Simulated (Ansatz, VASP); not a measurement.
# Cross-check of CaSb between VASP and Ansatz, part 2 of 2

One calculation is typed for both programs; each brings its own data sets. How far apart do they land? The cell is generated by rule, not measured, and may not be a known phase. The cell is taken from a series of runs on this material, whose earlier steps may have relaxed, scaled, displaced or heated it; both programs get it as it stands.

VASP 6.6.1 and Ansatz 0.2.0.

So far: Set-up; Ansatz: zone-centre phonons, PBE.

### 3. VASP: zone-centre phonons, PBE

Level of this step: PBE; plane waves and PAW (Ca_sv, Sb); invented cell (VASP).

The same cell, functional, mesh and smearing now go to VASP, with its own data sets.

Lines of VASP's logs that name or quote its potential files are left out, and so is its time.

File INCAR:

```
SYSTEM = CaSb
PREC = Accurate
ENCUT = 500
EDIFF = 1E-08
NELM = 120
ISMEAR = 1
SIGMA = 0.27211
LREAL = .FALSE.
ALGO = Normal
GGA = PE
NBANDS = 13
LORBIT = 11
LWAVE = .FALSE.
LCHARG = .FALSE.
ISIF = 2
IBRION = 8
LASPH = .TRUE.
GGA_COMPAT = .FALSE.
KPAR = 2
```

File POSCAR:

```
CaSb
1.0
    3.8785496774      0.0000000000      0.0000000000
    0.0000000000      3.8785496774      0.0000000000
    0.0000000000      0.0000000000      3.8785496774
Ca Sb
1 1
Direct
    0.0000000000      0.0000000000      0.0000000000
    0.5000000000      0.5000000000      0.5000000000
```

File KPOINTS:

```
Automatic mesh
0
Gamma
8 8 8
0 0 0
```

The projector-augmented-wave data sets are Ca_sv and Sb (PBE family, release 64).

Run with:

```
$ mpirun -np 2 vasp_std
```

Numbers of over 12 decimals in the logs are rounded to 6 here.

Output:

```text
[banner, memory and clock lines left out]
running    2 mpi-ranks, on    1 nodes
 distrk:  each k-point on    1 cores,    2 groups
 distr:  one band on    1 cores,    1 groups

 POSCAR found type information on POSCAR CaSb
 POSCAR found :  2 types and       2 ions
 LDA part: xc-table for (Slater+PW92), standard interpolation
 POSCAR, INCAR and KPOINTS ok, starting setup
 FFT: planning ... GRIDC
 FFT: planning ... GRID_SOFT
 FFT: planning ... GRID
 WAVECAR not read
 entering main loop
       N       E                     dE             d eps       ncg     rms          rms(c)
DAV:   1     0.872978060989E+02    0.87298E+02   -0.63839E+03   910   0.963E+02
DAV:   2    -0.446187664587E+01   -0.91760E+02   -0.88806E+02  1075   0.237E+02
DAV:   3    -0.744842824030E+01   -0.29866E+01   -0.29264E+01  1320   0.424E+01
DAV:   4    -0.763042803148E+01   -0.18200E+00   -0.18169E+00  1397   0.836E+00
DAV:   5    -0.763335183959E+01   -0.29238E-02   -0.29228E-02  1282   0.989E-01    0.382E+00
DAV:   6    -0.761962174245E+01    0.13730E-01   -0.14914E-02  1124   0.137E+00    0.232E+00
DAV:   7    -0.761431829717E+01    0.53034E-02   -0.30563E-02  1065   0.196E+00    0.136E-01
DAV:   8    -0.761438870369E+01   -0.70407E-04   -0.23902E-03  1305   0.423E-01    0.397E-02
DAV:   9    -0.761447566580E+01   -0.86962E-04   -0.30614E-04  1334   0.131E-01    0.143E-02
DAV:  10    -0.761448702033E+01   -0.11355E-04   -0.13296E-05  1229   0.288E-02    0.425E-03
DAV:  11    -0.761448699785E+01    0.22476E-07   -0.41579E-06  1323   0.143E-02    0.430E-03
DAV:  12    -0.761448709128E+01   -0.93426E-07   -0.45487E-07  1171   0.704E-03    0.825E-04
DAV:  13    -0.761448709605E+01   -0.47721E-08   -0.10237E-07  1631   0.163E-03    0.809E-04
DAV:  14    -0.761448708929E+01    0.67612E-08   -0.96688E-09   806   0.824E-04
   1 F= -.76144871E+01 E0= -.76162206E+01  d E =0.520042E-02
 Linear response reoptimize wavefunctions to high precision
DAV:   1    -0.761448707898E+01    0.10309E-07   -0.10470E-09   904   0.259E-04
DAV:   2    -0.761448707899E+01   -0.15461E-10   -0.14963E-10   710   0.994E-05
 Linear response DOF=           2
 Linear response progress:
  Degree of freedom:   1/  2
       N       E                     dE             d eps       ncg     rms          rms(c)
RMM:   1    -0.452174481761E+00   -0.45217E+00    0.17738E+00  2176   0.143E+01
RMM:   2    -0.407968581433E+00    0.44206E-01   -0.12058E-01  3092   0.283E+00    0.179E-01
RMM:   3    -0.409310406908E+00   -0.13418E-02   -0.17690E-02  3811   0.741E-01    0.131E-01
RMM:   4    -0.410269934581E+00   -0.95953E-03   -0.46664E-03  4191   0.279E-01    0.742E-02
RMM:   5    -0.410393896699E+00   -0.12396E-03   -0.67561E-04  4178   0.133E-01    0.905E-03
RMM:   6    -0.410444949214E+00   -0.51053E-04   -0.21629E-04  4235   0.599E-02    0.192E-02
RMM:   7    -0.410420341972E+00    0.24607E-04   -0.27409E-05  4075   0.247E-02    0.252E-03
RMM:   8    -0.410402036228E+00    0.18306E-04   -0.15468E-05  4429   0.130E-02    0.389E-03
RMM:   9    -0.410393134664E+00    0.89016E-05   -0.88108E-06  4464   0.764E-03    0.108E-03
RMM:  10    -0.410389774430E+00    0.33602E-05   -0.19211E-06  4575   0.490E-03    0.945E-05
RMM:  11    -0.410390786715E+00   -0.10123E-05    0.68403E-07  4705   0.337E-03    0.225E-04
RMM:  12    -0.410390480407E+00    0.30631E-06    0.10686E-06  4677   0.261E-03    0.667E-05
RMM:  13    -0.410390881238E+00   -0.40083E-06    0.11052E-06  4625   0.209E-03    0.504E-05
RMM:  14    -0.410390836731E+00    0.44507E-07    0.29959E-06  4535   0.174E-03    0.817E-06
[...]
RMM:  25    -0.410391891400E+00   -0.39798E-07    0.17094E-06  4476   0.404E-04    0.959E-06
RMM:  26    -0.410391912827E+00   -0.21426E-07    0.15641E-06  4475   0.361E-04    0.109E-05
RMM:  27    -0.410391902768E+00    0.10059E-07    0.14320E-06  4012   0.325E-04    0.147E-05
RMM:  28    -0.410391909768E+00   -0.70000E-08    0.13093E-06  3679   0.292E-04    0.167E-05
RMM:  29    -0.410391917085E+00   -0.73173E-08    0.11992E-06  3597   0.264E-04    0.183E-05
RMM:  30    -0.410391930058E+00   -0.12973E-07    0.10947E-06  4078   0.240E-04    0.192E-05
RMM:  31    -0.410391935929E+00   -0.58704E-08    0.99948E-07  3660   0.217E-04    0.204E-05
RMM:  32    -0.410391944156E+00   -0.82273E-08    0.91127E-07  3977   0.198E-04    0.213E-05
 first order change of Fermi-energy  -0.32939E-03
 force on displaced ion       1 direction 1 :  -2.205  -0.000   0.000
 Linear response progress:
  Degree of freedom:   2/  2
       N       E                     dE             d eps       ncg     rms          rms(c)
RMM:   1    -0.265579460830E-01   -0.26558E-01    0.13720E-02  3799   0.915E-01
RMM:   2    -0.258442592416E-01    0.71369E-03   -0.26166E-03  3715   0.218E-01    0.343E-02
RMM:   3    -0.260022348378E-01   -0.15798E-03   -0.25808E-04  3588   0.643E-02    0.214E-02
RMM:   4    -0.262712891777E-01   -0.26905E-03   -0.91567E-05  3563   0.459E-02    0.451E-03
RMM:   5    -0.262449847234E-01    0.26304E-04   -0.18641E-05  3681   0.176E-02    0.199E-03
RMM:   6    -0.262695274836E-01   -0.24543E-04   -0.48406E-06  4011   0.808E-03    0.875E-04
RMM:   7    -0.262617393058E-01    0.77882E-05   -0.88539E-07  3996   0.363E-03    0.217E-04
RMM:   8    -0.262640697269E-01   -0.23304E-05    0.26081E-07  4199   0.174E-03    0.203E-04
RMM:   9    -0.262649901124E-01   -0.92039E-06    0.16224E-07  4296   0.861E-04    0.653E-05
RMM:  10    -0.262643785419E-01    0.61157E-06    0.12018E-07  4361   0.420E-04    0.448E-05
RMM:  11    -0.262643451728E-01    0.33369E-07   -0.73454E-08  4438   0.206E-04    0.150E-05
RMM:  12    -0.262643711919E-01   -0.26019E-07    0.40563E-08  4591   0.111E-04    0.823E-06
RMM:  13    -0.262643651876E-01    0.60043E-08   -0.13412E-09  4538   0.581E-05    0.490E-06
 first order change of Fermi-energy  -0.11931E-03
 force on displaced ion       2 direction 1 :  -2.207  -0.000   0.000
 Linear response finished
```

Parts of OUTCAR (step 3):

```text
ion  position               nearest neighbor table
   1  0.000  0.000  0.000-   2 3.36   2 3.36   2 3.36   2 3.36   2 3.36   2 3.36   2 3.36   2 3.36

  LATTYP: Found a simple cubic cell.
 ALAT       =     3.8785496774

 Subroutine GETGRP returns: Found 48 space group operations
 (whereof 48 operations were pure point group operations)

The static configuration has the point symmetry O_h .

 Found     35 irreducible k-points:

   k-points           NKPTS =     35   k-points in BZ     NKDIM =     35   number of bands    NBANDS=     13

   dimension x,y,z NGX =    28 NGY =   28 NGZ =   28
   dimension x,y,z NGXF=    56 NGYF=   56 NGZF=   56

   ENCUT  =  500.0 eV  36.75 Ry    6.06 a.u.   7.07  7.07  7.07*2*pi/ulx,y,z

   NELECT =      15.0000    total number of electrons

 k-points in reciprocal lattice and weights: Automatic mesh
   0.00000000  0.00000000  0.00000000       0.002
   0.12500000  0.00000000  0.00000000       0.012
   0.25000000  0.00000000  0.00000000       0.012
   0.37500000  0.00000000  0.00000000       0.012
   0.50000000  0.00000000  0.00000000       0.006
   0.12500000  0.12500000  0.00000000       0.023
   0.25000000  0.12500000  0.00000000       0.047
   0.37500000  0.12500000  0.00000000       0.047
   0.50000000  0.12500000  0.00000000       0.023
[...]
0.50000000  0.50000000  0.37500000       0.012
   0.50000000  0.50000000  0.50000000       0.002

 average (electrostatic) potential at core
       1 -44.8914       2 -86.8417

  Total        0.0640157      0.0640157      0.0640157     -0.0000000      0.0000000     -0.0000000
  in kB        1.7578793      1.7578793      1.7578793     -0.0000000      0.0000000     -0.0000000
  external PRESSURE =       1.7578793 kB  Pullay stress =       0.0000000 kB

  energy-cutoff  :      500.00
  volume of cell :       58.35
      direct lattice vectors                 reciprocal lattice vectors
     3.878549677  0.000000000  0.000000000     0.257828334  0.000000000  0.000000000
     0.000000000  3.878549677  0.000000000     0.000000000  0.257828334  0.000000000
     0.000000000  0.000000000  3.878549677     0.000000000  0.000000000  0.257828334

 POSITION                                       TOTAL-FORCE (eV/Angst)
 -----------------------------------------------------------------------------------
      0.00000      0.00000      0.00000         0.000000      0.000000      0.000000
      1.93927      1.93927      1.93927         0.000000      0.000000      0.000000
 -----------------------------------------------------------------------------------
    total drift:                               -0.000000      0.000000     -0.000000

 Eigenvectors and eigenvalues of the dynamical matrix
 ----------------------------------------------------

   1 f  =    4.227982 THz    26.565193 2PiTHz  141.030292 cm-1    17.485520 meV
             X         Y         Z           dx          dy          dz
      0.000000  0.000000  0.000000    -0.000000   -0.000000   -0.867282
      1.939275  1.939275  1.939275     0.000000    0.000000    0.497816

   2 f  =    4.227982 THz    26.565193 2PiTHz  141.030292 cm-1    17.485520 meV
             X         Y         Z           dx          dy          dz
      0.000000  0.000000  0.000000     0.000000    0.867282   -0.000000
      1.939275  1.939275  1.939275    -0.000000   -0.497816    0.000000

   3 f  =    4.227982 THz    26.565193 2PiTHz  141.030292 cm-1    17.485520 meV
             X         Y         Z           dx          dy          dz
      0.000000  0.000000  0.000000    -0.867282   -0.000000    0.000000
      1.939275  1.939275  1.939275     0.497816   -0.000000    0.000000

   4 f/i=    0.000799 THz     0.005022 2PiTHz    0.026663 cm-1     0.003306 meV
             X         Y         Z           dx          dy          dz
      0.000000  0.000000  0.000000    -0.000000    0.497816   -0.000000
      1.939275  1.939275  1.939275     0.000000    0.867282    0.000000

   5 f/i=    0.000799 THz     0.005022 2PiTHz    0.026663 cm-1     0.003306 meV
             X         Y         Z           dx          dy          dz
      0.000000  0.000000  0.000000    -0.497816   -0.000000   -0.000000
      1.939275  1.939275  1.939275    -0.867282   -0.000000    0.000000

   6 f/i=    0.000799 THz     0.005022 2PiTHz    0.026663 cm-1     0.003306 meV
             X         Y         Z           dx          dy          dz
      0.000000  0.000000  0.000000    -0.000000   -0.000000   -0.497816
      1.939275  1.939275  1.939275     0.000000    0.000000   -0.867282

 ELASTIC MODULI CONTR FROM IONIC RELAXATION (kBar)
 Direction    XX          YY          ZZ          XY          YZ          ZX
 --------------------------------------------------------------------------------
 XX           0.0000      0.0000      0.0000      0.0000      0.0000      0.0000
 YY           0.0000      0.0000      0.0000      0.0000      0.0000      0.0000
 ZZ           0.0000      0.0000      0.0000      0.0000      0.0000      0.0000
 XY           0.0000      0.0000      0.0000      0.0000      0.0000      0.0000
 YZ           0.0000      0.0000      0.0000      0.0000      0.0000      0.0000
 ZX           0.0000      0.0000      0.0000      0.0000      0.0000      0.0000
 --------------------------------------------------------------------------------
```

This run has no spin polarisation. Its electron count is odd, so without a moment it is a metal by construction. The k-mesh is coarse for a metal.

### 4. Side by side

Known differences besides the potentials themselves: VASP's run holds the zone centre alone; the data sets hold 25 valence electrons in Ansatz (on norm-conserving files, of PseudoDojo where its log says so) and 15 in VASP; the cutoff is 1088.46 eV in Ansatz and 500 eV in VASP. Total energies have different zeros and are not compared.

The two programs side by side:

```tsv
quantity	Ansatz	VASP	difference
optical mode 1 to 3 (cm⁻¹)	139.9	141.0	-0.81 %
```

Modes are paired by rising frequency, not by their patterns, so a pair may set unlike modes beside each other; they are those without the splitting of longitudinal modes.

### 5. Outcome

* r.m.s. difference of the optical zone-centre modes, each program's sorted by frequency (zone-centre phonons, PBE): 1.1 cm⁻¹
* difference in optical mode 1 to 3 (zone-centre phonons, PBE): -0.8 %

The r.m.s. difference of the optical zone-centre modes, each program's sorted by frequency is 1.1 cm⁻¹ (zone-centre phonons, PBE). The data sets hold unlike numbers of valence electrons (25 in Ansatz and 15 in VASP), so part of the differences comes from the potentials. Among the rows given in per cent, the largest difference of the zone-centre phonons, PBE pair is in optical mode 1 to 3, -0.8 %. Such differences can come from data sets, numerical settings and the points named under the comparisons, not from the functional's error against experiment.

[Lines on the potential files, build, host, timing and source positions are cut from VASP's logs without a mark.]

[Logs are printed without paths, hosts, clocks, repeated set-up lines and the standing remarks that a program may print on its own settings, such as how far it seeks lower states.]

[Hosts, paths, dates, database ids (printed as entryN), source tags and the programs' standing remarks are cut or masked in the printed files.]
